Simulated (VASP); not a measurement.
Here is the system:

```
CELL_PARAMETERS angstrom
     -2.10143     2.10143     4.90318
      2.10143    -2.10143     4.90318
      2.10143     2.10143    -4.90318
ATOMIC_POSITIONS crystal
  Gd 0.00066 0.00066 0.00000
  Si 0.58482 0.58482 0.00000
  Si 0.23494 0.73494 0.50000
  Si 0.73494 0.23494 0.50000
  Ir 0.34615 0.34615 0.00000
```

Calculation: PBEsol GGA, VASP's PBE PAW potentials (set 64) (plane waves; VASP 6.6.1). Settings: 300 eV cut-off, 7×7×7 Γ-centred mesh, Fermi-Dirac smearing of 0.10 eV, potentials Gd Si Ir.

The run has a spin-polarised start.

Problem. Give the spin-up energies of bands 13 to 26 at the high-symmetry points, in eV from the Fermi level.

Solution. 
```
band      Γ      X      P      N      M      S      R
----  -----  -----  -----  -----  -----  -----  -----
13    -4.42  -4.41  -4.41  -4.43  -4.46  -4.42  -4.42
14    -4.41  -4.39  -4.39  -4.39  -4.45  -4.39  -4.40
15    -4.37  -4.38  -4.39  -4.38  -4.41  -4.36  -4.39
16    -4.37  -4.36  -4.35  -4.36  -4.32  -4.32  -4.38
17    -4.25  -3.69  -3.58  -4.22  -4.32  -4.24  -4.02
18    -3.26  -3.58  -3.57  -4.15  -3.05  -4.07  -3.91
19    -3.18  -3.41  -3.57  -3.33  -2.64  -3.60  -3.67
20    -2.95  -3.32  -3.16  -3.05  -2.64  -2.64  -2.96
21    -1.71  -2.84  -2.61  -2.22  -2.04  -2.35  -2.37
22    -1.71  -2.42  -2.61  -1.50  -0.74  -1.51  -2.27
23     0.30  -2.03  -2.28  -0.46   0.65  -0.08  -1.73
24     0.30   2.00   1.47   0.19   0.65   0.82   1.72
25     0.60   3.35   3.17   1.88   1.38   2.09   2.95
26     2.07   3.56   3.53   1.91   1.74   2.11   3.33
```

Problem. Give the spin-down energies of bands 13 to 26 at the high-symmetry points, in eV from the Fermi level.

Solution. 
| band | Γ | X | P | N | M | S | R |
|---|---|---|---|---|---|---|---|
| 13 | -2.98 | -3.27 | -3.14 | -3.05 | -2.75 | -2.56 | -2.92 |
| 14 | -1.66 | -2.71 | -2.54 | -2.17 | -2.22 | -2.33 | -2.30 |
| 15 | -1.66 | -2.41 | -2.54 | -1.44 | -0.63 | -1.44 | -2.26 |
| 16 | -0.12 | -2.00 | -2.25 | -0.69 | 0.50 | -0.33 | -1.67 |
| 17 | -0.12 | 0.60 | 0.56 | -0.04 | 0.63 | 0.34 | 0.58 |
| 18 | 0.67 | 0.63 | 0.65 | 0.64 | 0.63 | 0.64 | 0.64 |
| 19 | 0.67 | 0.68 | 0.65 | 0.69 | 0.70 | 0.69 | 0.67 |
| 20 | 0.67 | 0.70 | 0.70 | 0.71 | 0.79 | 0.71 | 0.70 |
| 21 | 0.72 | 0.71 | 0.72 | 0.78 | 0.83 | 0.73 | 0.73 |
| 22 | 0.75 | 0.72 | 0.72 | 0.78 | 0.83 | 0.78 | 0.73 |
| 23 | 0.79 | 0.73 | 0.74 | 0.93 | 1.14 | 1.00 | 0.73 |
| 24 | 1.23 | 2.35 | 1.86 | 1.05 | 1.14 | 1.23 | 2.12 |
| 25 | 1.23 | 3.81 | 3.77 | 2.21 | 1.81 | 2.36 | 3.48 |
| 26 | 2.37 | 4.08 | 3.90 | 2.30 | 2.19 | 2.63 | 3.87 |

It has no gap at this level: it comes out as a metal or semimetal.

The structure comes from a computed database's GdSi3Ir entry (I4mm); how it stands against other phases isn't given here. The cell was not relaxed at this level. The k-mesh is coarse (spacing up to 0.30 per Å, 2π included), so the numbers may not be converged in it.
